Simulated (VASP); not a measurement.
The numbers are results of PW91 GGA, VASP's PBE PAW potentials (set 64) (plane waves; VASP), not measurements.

Input for VASP

KPOINTS:
```
Automatic mesh
0
Gamma
12 12 7
0 0 0
```

POSCAR:
```
Zr
1.0
  1.6150000000  -2.7972620000   0.0000000000
  1.6150000000   2.7972620000   0.0000000000
  0.0000000000   0.0000000000   5.1500000000
Zr
2
direct
  0.3333330000   0.6666670000   0.2500000000
  0.6666670000   0.3333330000   0.7500000000
```

INCAR:
```
ALGO = Normal
EDIFF = 1E-6
EDIFFG = -0.01
ENCUT = 520
GGA = 91
IBRION = 2
ISIF = 3
ISMEAR = 1
LASPH = .True.
LCHARG = .False.
LMAXMIX = 4
LREAL = .False.
LWAVE = .False.
NELM = 100
NSW = 60
PREC = Accurate
SIGMA = 0.1
SYSTEM = Zr
```

POTCAR, in this order: Zr_sv (PBE.64 set). Program: vasp_std.

The run wrote:

File OSZICAR:
```
       N       E                     dE             d eps       ncg     rms          rms(c)
DAV:   1     0.214466245488E+03    0.21447E+03   -0.13545E+04  2432   0.149E+03
DAV:   2    -0.341478389988E+01   -0.21788E+03   -0.21596E+03  3112   0.413E+02
DAV:   3    -0.174138265432E+02   -0.13999E+02   -0.13859E+02  4552   0.777E+01
DAV:   4    -0.177023578037E+02   -0.28853E+00   -0.28851E+00  2704   0.120E+01
DAV:   5    -0.177101900868E+02   -0.78323E-02   -0.78323E-02  3888   0.138E+00    0.145E+01
DAV:   6    -0.170926481490E+02    0.61754E+00   -0.98785E-01  2512   0.875E+00    0.566E+00
DAV:   7    -0.169746736018E+02    0.11797E+00   -0.63176E-01  3592   0.606E+00    0.111E+00
DAV:   8    -0.169798392097E+02   -0.51656E-02   -0.37257E-02  3208   0.160E+00    0.312E-01
DAV:   9    -0.169801319809E+02   -0.29277E-03   -0.19772E-03  2976   0.480E-01    0.366E-02
DAV:  10    -0.169800894055E+02    0.42575E-04   -0.54046E-05  3688   0.498E-02    0.238E-02
DAV:  11    -0.169800874260E+02    0.19796E-05   -0.10426E-05  2680   0.405E-02    0.423E-03
DAV:  12    -0.169800874181E+02    0.78512E-08   -0.28662E-07  1872   0.458E-03
   1 F= -.16980087E+02 E0= -.16979774E+02  d E =-.169801E+02
       N       E                     dE             d eps       ncg     rms          rms(c)
DAV:   1    -0.169924118601E+02   -0.12324E-01   -0.47828E-01  2688   0.720E+00    0.950E-01
DAV:   2    -0.169822558378E+02    0.10156E-01   -0.32593E-02  2832   0.171E+00    0.333E-01
DAV:   3    -0.169800483248E+02    0.22075E-02   -0.14351E-02  3712   0.921E-01    0.202E-01
DAV:   4    -0.169802992973E+02   -0.25097E-03   -0.61177E-04  3112   0.195E-01    0.811E-02
DAV:   5    -0.169804755172E+02   -0.17622E-03   -0.57193E-04  3704   0.139E-01    0.334E-02
DAV:   6    -0.169804802974E+02   -0.47801E-05   -0.21170E-05  3144   0.397E-02    0.728E-03
DAV:   7    -0.169804797310E+02    0.56632E-06   -0.77560E-07  1880   0.978E-03
   2 F= -.16980480E+02 E0= -.16980248E+02  d E =-.392313E-03
       N       E                     dE             d eps       ncg     rms          rms(c)
DAV:   1    -0.169814833344E+02   -0.10030E-02   -0.37532E-02  2704   0.202E+00    0.268E-01
DAV:   2    -0.169806775579E+02    0.80578E-03   -0.25119E-03  2736   0.477E-01    0.928E-02
DAV:   3    -0.169805020714E+02    0.17549E-03   -0.11094E-03  3720   0.256E-01    0.563E-02
DAV:   4    -0.169805267840E+02   -0.24713E-04   -0.46748E-05  3160   0.539E-02    0.225E-02
DAV:   5    -0.169805454825E+02   -0.18699E-04   -0.46126E-05  3672   0.397E-02    0.894E-03
DAV:   6    -0.169805470478E+02   -0.15653E-05   -0.15265E-06  2136   0.110E-02    0.201E-03
DAV:   7    -0.169805472782E+02   -0.23041E-06   -0.14136E-07  1424   0.485E-03
   3 F= -.16980547E+02 E0= -.16980292E+02  d E =-.459860E-03
       N       E                     dE             d eps       ncg     rms          rms(c)
DAV:   1    -0.169826402947E+02   -0.20932E-02   -0.10885E-01  2432   0.319E+00    0.290E-01
DAV:   2    -0.169811386359E+02    0.15017E-02   -0.41184E-03  2776   0.549E-01    0.122E-01
DAV:   3    -0.169807356947E+02    0.40294E-03   -0.17827E-03  3664   0.321E-01    0.513E-02
DAV:   4    -0.169807538277E+02   -0.18133E-04   -0.61408E-05  3160   0.642E-02    0.218E-02
DAV:   5    -0.169807629875E+02   -0.91598E-05   -0.21103E-05  3552   0.290E-02    0.672E-03
DAV:   6    -0.169807637168E+02   -0.72938E-06   -0.73550E-07  1584   0.906E-03
   4 F= -.16980764E+02 E0= -.16980616E+02  d E =-.216439E-03
       N       E                     dE             d eps       ncg     rms          rms(c)
DAV:   1    -0.169810609939E+02   -0.29801E-03   -0.16117E-02  2432   0.123E+00    0.112E-01
DAV:   2    -0.169808369437E+02    0.22405E-03   -0.61039E-04  2760   0.212E-01    0.473E-02
DAV:   3    -0.169807766435E+02    0.60300E-04   -0.26672E-04  3688   0.124E-01    0.197E-02
DAV:   4    -0.169807800635E+02   -0.34200E-05   -0.86729E-06  2944   0.246E-02    0.844E-03
DAV:   5    -0.169807820429E+02   -0.19795E-05   -0.29542E-06  2272   0.116E-02    0.232E-03
DAV:   6    -0.169807822832E+02   -0.24028E-06   -0.25557E-07  1328   0.531E-03
   5 F= -.16980782E+02 E0= -.16980679E+02  d E =-.235005E-03
```

**OUTCAR**
```
------------------------ aborting loop because EDIFF is reached ----------------------------------------
  FORCE on cell =-STRESS in cart. coord.  units (eV):
  Direction    XX          YY          ZZ          XY          YZ          ZX
  --------------------------------------------------------------------------------------
  Total       -0.0018491     -0.0018491     -0.0010244      0.0000000     -0.0000000     -0.0000000
  in kB       -0.0634823     -0.0634823     -0.0351691      0.0000000     -0.0000000     -0.0000000
  external PRESSURE =      -0.0540445 kB  Pullay stress =       0.0000000 kB
  volume of cell :       46.67
      direct lattice vectors                 reciprocal lattice vectors
     1.612048308 -2.792149520  0.000000000     0.310164402 -0.179073505  0.000000000
     1.612048308  2.792149520  0.000000000     0.310164402  0.179073505  0.000000000
    -0.000000000  0.000000000  5.184175102    -0.000000000  0.000000000  0.192894719
 POSITION                                       TOTAL-FORCE (eV/Angst)
 -----------------------------------------------------------------------------------
      1.61205      0.93072      1.29604        -0.000000     -0.000000      0.000000
      1.61205     -0.93072      3.88813         0.000000      0.000000      0.000000
 -----------------------------------------------------------------------------------
    total drift:                                0.000000      0.001129     -0.000019
  FREE ENERGIE OF THE ION-ELECTRON SYSTEM (eV)
  ---------------------------------------------------
  free  energy   TOTEN  =       -16.9807822832 eV

  energy  without entropy=      -16.9804729699  energy(sigma->0) =      -16.98067918

 reached required accuracy - stopping structural energy minimisation
```
(Selected blocks of OUTCAR.)

### CONTCAR
```
Zr
   1.00000000000000
     1.6120483079645329   -2.7921495197240369    0.0000000000000000
     1.6120483079645329    2.7921495197240369    0.0000000000000000
    -0.0000000000000000    0.0000000000000000    5.1841751021250460
  Zr
     2
Direct
     0.3333330000000032    0.6666669999999968    0.2500000000000000
     0.6666669999999968    0.3333330000000032    0.7500000000000000
```

The compound is Zr in the hcp structure. This run relaxes it. Symmetry was kept, so distortions that lower it aren't found.
